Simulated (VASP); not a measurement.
Consider the following.

```xyz
5
Lattice="4.2502 0.0000 0.0000 -2.1251 3.6807 0.0000 0.0000 0.0000 6.7227" Properties=species:S:1:pos:R:3 pbc="T T T"
Dy     0.0000     0.0000     0.0000
Al     2.1251     1.2269     2.4014
Al     0.0000     2.4538     4.3214
Si     2.1251     1.2269     4.9705
Si     0.0000     2.4538     1.7522
```

These are PBEsol GGA, VASP's PBE PAW potentials (set 64) (plane waves; VASP) values and carry that method's errors. Settings: 300 eV cut-off, 8×8×4 Γ-centred mesh, Fermi-Dirac smearing of 0.10 eV, potentials Dy Al Si.

The run has a spin-polarised start.

### Question
Give the spin-up energies of bands 10 to 23 at the high-symmetry points, in eV from the Fermi level.

### Answer

```
band      Γ      M      K      A      L      H
----  -----  -----  -----  -----  -----  -----
10    -3.51  -3.49  -3.50  -3.47  -3.52  -3.71
11    -3.47  -3.48  -3.48  -2.99  -3.49  -3.51
12    -2.88  -3.45  -3.48  -2.86  -3.48  -3.51
13    -2.85  -3.04  -3.48  -2.86  -3.10  -3.48
14    -2.85  -3.01  -2.82  -2.82  -2.85  -3.36
15    -2.14  -2.82  -2.82  -2.66  -2.83  -2.81
16    -2.14  -2.79  -2.81  -1.46  -2.80  -2.81
17    -0.53  -2.77  -2.64  -1.46  -2.64  -2.80
18    -0.07  -2.56  -2.64  -1.42  -1.29  -1.90
19    -0.07  -1.96  -2.38  -1.42  -0.94  -1.90
20     0.87  -1.10   1.12  -0.24  -0.54   0.95
21     0.95   2.11   2.64   0.64   0.24   0.95
22     0.95   2.15   2.66   0.64   1.54   2.56
23     0.95   3.56   2.67   1.39   1.74   3.36
```

### Question
Give the spin-down energies of bands 10 to 23 at the high-symmetry points, in eV from the Fermi level.

### Answer

```csv
band,Γ,M,K,A,L,H
10,-0.71,-2.84,-2.59,-1.62,-2.59,-3.50
11,-0.65,-2.73,-2.59,-1.38,-1.46,-1.89
12,-0.65,-1.90,-2.33,-1.38,-1.02,-1.89
13,-0.25,-1.01,-0.18,-0.36,-0.39,-0.21
14,0.15,-0.19,-0.18,-0.21,-0.32,-0.21
15,0.15,-0.12,-0.12,-0.12,-0.12,-0.12
16,0.26,-0.12,0.43,-0.12,-0.07,0.55
17,0.67,0.51,0.58,0.60,-0.03,0.56
18,0.74,0.55,0.58,0.61,0.57,0.56
19,0.74,0.61,0.61,0.61,0.60,0.59
20,1.10,0.62,1.39,0.67,0.67,1.17
21,1.17,2.28,2.88,0.81,1.03,1.17
22,1.17,2.31,2.89,0.81,1.67,2.96
23,1.48,3.74,2.95,1.60,1.87,3.42
```

It has no gap at this level: it comes out as a metal or semimetal.

The structure comes from a computed database's Al2DySi2 entry; how it stands against other phases isn't given here. The cell was not relaxed at this level.
